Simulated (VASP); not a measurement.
# Ge2Sb2Te5: formation energy of Bi on the Te site, part 2 of 6

Wanted: what Bi on the Te site costs in Ge2Sb2Te5 and how the lattice relaxes round it. The start is a computed cell from the Materials Project.

VASP 6.6.1, plane waves and PAW; the level of theory is named at each step.

Still holding for the runs below: The gap is under twice the smearing width, so the edge states are partly filled and the run can't tell a small gap from a semimetal.

So far. Step 2 (The host at zero pressure): The run ended after 11 ionic steps, 0.110 eV below its first step, once forces and stress met EDIFFG = -0.03. The relaxed cell has a = 4.244, c = 16.620 Å (conventional setting).

## Step 3: Relax the host again, on a new basis

Level of this step: PBEsol; plane waves and PAW (Te, Sb, Ge) (VASP).

The volume changed by more than 5 %, so the plane waves of the start no longer fit; a second relaxation removes that error.

INCAR reads:

```
SYSTEM = Ge2Sb2Te5
PREC = Normal
ENCUT = 350
EDIFF = 1E-05
NELM = 120
ISMEAR = 0
SIGMA = 0.05
LREAL = Auto
ALGO = Fast
GGA = PS
NBANDS = 33
LORBIT = 11
LWAVE = .FALSE.
LCHARG = .FALSE.
KPAR = 2
NCORE = 2
LASPH = .TRUE.
IBRION = 2
NSW = 30
ISIF = 3
EDIFFG = -0.03
POTIM = 0.4
```

POSCAR reads:

```
Ge2Sb2Te5
1.0
    4.2443427752      0.0000000000      0.0000000000
   -2.1221713876      3.6757086658      0.0000000000
    0.0000000000      0.0000000000     16.6203038487
Te Sb Ge
5 2 2
Direct
    0.6666666667      0.3333333333      0.4210052386
    0.3333333333      0.6666666667      0.5789947614
    0.3333333333      0.6666666667      0.1996236641
    0.6666666667      0.3333333333      0.8003763359
    0.0000000000      0.0000000000      0.0000000000
    0.0000000000      0.0000000000      0.3192951100
    0.0000000000      0.0000000000      0.6807048900
    0.6666666667      0.3333333333      0.1017084390
    0.3333333333      0.6666666667      0.8982915610
```

KPOINTS reads:

```
Automatic mesh
0
Gamma
4 4 1
0 0 0
```

The projector-augmented-wave data sets are Te, Sb and Ge (PBE family, release 64).

Started as:

```sh
$ mpirun -np 4 vasp_std
```

Output:

```text
[banner, memory and clock lines left out]
running    4 mpi-ranks, on    1 nodes
 distrk:  each k-point on    2 cores,    2 groups
 distr:  one band on    2 cores,    1 groups

 POSCAR found type information on POSCAR TeSbGe
 POSCAR found :  3 types and       9 ions
 [... a notice as in an earlier step ...]

 LDA part: xc-table for (Slater+PW92), standard interpolation
 POSCAR, INCAR and KPOINTS ok, starting setup
 FFT: planning ... GRIDC
 FFT: planning ... GRID_SOFT
 FFT: planning ... GRID
 WAVECAR not read
 entering main loop
       N       E                     dE             d eps       ncg     rms          rms(c)
DAV:   1     0.174553517208E+03    0.17455E+03   -0.13475E+04   264   0.845E+02
DAV:   2    -0.208560462052E+02   -0.19541E+03   -0.18471E+03   332   0.156E+02
DAV:   3    -0.374586170402E+02   -0.16603E+02   -0.15977E+02   336   0.459E+01
DAV:   4    -0.379144638383E+02   -0.45585E+00   -0.45179E+00   336   0.807E+00
DAV:   5    -0.379259498774E+02   -0.11486E-01   -0.11466E-01   335   0.145E+00    0.129E+01
RMM:   6    -0.377734257809E+02    0.15252E+00   -0.30920E-01   264   0.141E+00    0.775E+00
RMM:   7    -0.380137062215E+02   -0.24028E+00   -0.35673E-01   264   0.148E+00    0.349E+00
RMM:   8    -0.377208497170E+02    0.29286E+00   -0.13723E-01   265   0.992E-01    0.358E-01
RMM:   9    -0.377190274580E+02    0.18223E-02   -0.13400E-02   270   0.421E-01    0.202E-01
RMM:  10    -0.377191452601E+02   -0.11780E-03   -0.30036E-03   279   0.187E-01    0.751E-02
RMM:  11    -0.377191807837E+02   -0.35524E-04   -0.55591E-04   293   0.856E-02    0.466E-02
RMM:  12    -0.377191869723E+02   -0.61886E-05   -0.96593E-05   248   0.360E-02
   1 F= -.37719187E+02 E0= -.37717970E+02  d E =-.377192E+02
 curvature:   0.00 expect dE= 0.000E+00 dE for cont linesearch  0.000E+00
 trial: gam= 0.00000 g(F)=  0.456E-04 g(S)=  0.827E-04 ort = 0.000E+00 (trialstep = 0.100E+01)
 search vector abs. value=  0.128E-03
 reached required accuracy - stopping structural energy minimisation
```

Wall time 4.6 s (4 MPI ranks of AMD EPYC 7R13 (Zen 3), shared host); peak memory 0.51 GiB; 16 s of CPU time.

Parts of OUTCAR (step 3):

```text
  LATTYP: Found a hexagonal cell.
 ALAT       =     4.2443427752
 C/A-ratio  =     3.9158721925

The static configuration has the point symmetry D_3d.

 Found      4 irreducible k-points:

   ENCUT  =  350.0 eV  25.72 Ry    5.07 a.u.   6.47  6.47 25.35*2*pi/ulx,y,z

   NELECT =      48.0000    total number of electrons

 E-fermi :   6.5802

 k-point     1 :       0.0000    0.0000    0.0000
  band No.  band energies     occupation
    ...
     20       5.0754      2.00000
     21       5.0754      2.00000
     22       5.3665      2.00000
     23       5.6750      2.00000
     24       6.5456      1.67182
     25       6.6294      0.16395
     26       6.6294      0.16395
     27       6.7088      0.00027
     28       7.4000      0.00000
     29       7.4006      0.00000
    ...

 k-point     2 :       0.2500   -0.0000    0.0000
  band No.  band energies     occupation
    ...
     20       4.5646      2.00000
     21       4.9255      2.00000
     22       5.2009      2.00000
     23       5.8192      2.00000
     24       5.9745      2.00000
     25       7.1319      0.00000
     26       7.3399      0.00000
     27       7.5310      0.00000
     28       8.1159      0.00000
     29       8.1302      0.00000
    ...

  Total        0.0276993      0.0276993      0.1332466      0.0000000      0.0000000      0.0000000
  in kB        0.1711549      0.1711549      0.8233346      0.0000000      0.0000000      0.0000000
  external PRESSURE =       0.3885482 kB  Pullay stress =       0.0000000 kB

  energy-cutoff  :      350.00
  volume of cell :      259.29
      direct lattice vectors                 reciprocal lattice vectors
     4.244342775  0.000000000  0.000000000     0.235607738  0.136028191  0.000000000
    -2.122171388  3.675708666  0.000000000     0.000000000  0.272056382  0.000000000
     0.000000000  0.000000000 16.620303849     0.000000000  0.000000000  0.060167372

 POSITION                                       TOTAL-FORCE (eV/Angst)
 -----------------------------------------------------------------------------------
      2.12217      1.22524      6.99723        -0.000000      0.000000      0.010175
     -0.00000      2.45047      9.62307         0.000000     -0.000000     -0.010175
     -0.00000      2.45047      3.31781         0.000000     -0.000000      0.005036
      2.12217      1.22524     13.30250        -0.000000      0.000000     -0.005036
      0.00000      0.00000      0.00000         0.000000      0.000000      0.000000
      0.00000      0.00000      5.30678         0.000000     -0.000000     -0.014163
      0.00000      0.00000     11.31352         0.000000      0.000000      0.014163
      2.12217      1.22524      1.69043        -0.000000     -0.000000     -0.016146
     -0.00000      2.45047     14.92988        -0.000000      0.000000      0.016146
 -----------------------------------------------------------------------------------
    total drift:                                0.000000     -0.000000      0.000000

  FREE ENERGIE OF THE ION-ELECTRON SYSTEM (eV)
  ---------------------------------------------------
  free  energy   TOTEN  =       -37.7191869723 eV

  energy  without entropy=      -37.7167530369  energy(sigma->0) =      -37.71797000

 total charge
# of ion       s       p       d       tot
------------------------------------------
    1        1.416   1.883   0.034   3.333
    2        1.416   1.883   0.034   3.333
    3        1.391   1.931   0.038   3.360
    4        1.391   1.931   0.038   3.360
    5        1.385   1.934   0.038   3.357
    6        1.288   0.987   0.052   2.326
    7        1.288   0.987   0.052   2.326
    8        1.327   0.782   0.055   2.165
    9        1.327   0.782   0.055   2.165
--------------------------------------------------
tot         12.230  13.100   0.395  25.726

[... 5 parts as in an earlier step ...]

[... 4 further parts left out ...]
```

CONTCAR:

```
Ge2Sb2Te5
   1.00000000000000
     4.2443427751999998    0.0000000000000000    0.0000000000000000
    -2.1221713875999999    3.6757086658000002    0.0000000000000000
     0.0000000000000000    0.0000000000000000   16.6203038487000008
  Te              Sb              Ge
     5     2     2
Direct
     0.6666666667000030    0.3333333332999970    0.4210052386000029
     0.3333333332999970    0.6666666667000030    0.5789947613999971
     0.3333333332999970    0.6666666667000030    0.1996236641000024
     0.6666666667000030    0.3333333332999970    0.8003763358999976
     0.0000000000000000    0.0000000000000000    0.0000000000000000
     0.0000000000000000    0.0000000000000000    0.3192951099999988
     0.0000000000000000    0.0000000000000000    0.6807048900000012
     0.6666666667000030    0.3333333332999970    0.1017084389999994
     0.3333333332999970    0.6666666667000030    0.8982915610000006
```

Little changed from the start: no atom moved by 0.005 Å and no cell edge by 0.1 %.

Numbers from this step:

* electronic cycles: 12
* Fermi energy: 6.580 eV
* gap on the k-mesh: 0.08380 eV
* least direct gap on the k-mesh: 0.08380 eV

The start already met the threshold, so nothing moved.

(Part 2 of 6 ends here.)

[Lines on the potential files, build, host, timing and source positions are cut from VASP's logs without a mark.]

[Logs are printed without paths, hosts, clocks, repeated set-up lines and the standing remarks that a program may print on its own settings, such as how far it seeks lower states.]

[Hosts, paths, dates, database ids (printed as entryN), source tags and the programs' standing remarks are cut or masked in the printed files.]

[In band tables of VASP the shares of atoms and orbitals are scaled to a sum of 1 inside the atoms' spheres.]

[Runs that stopped without an error message from VASP are left out.]
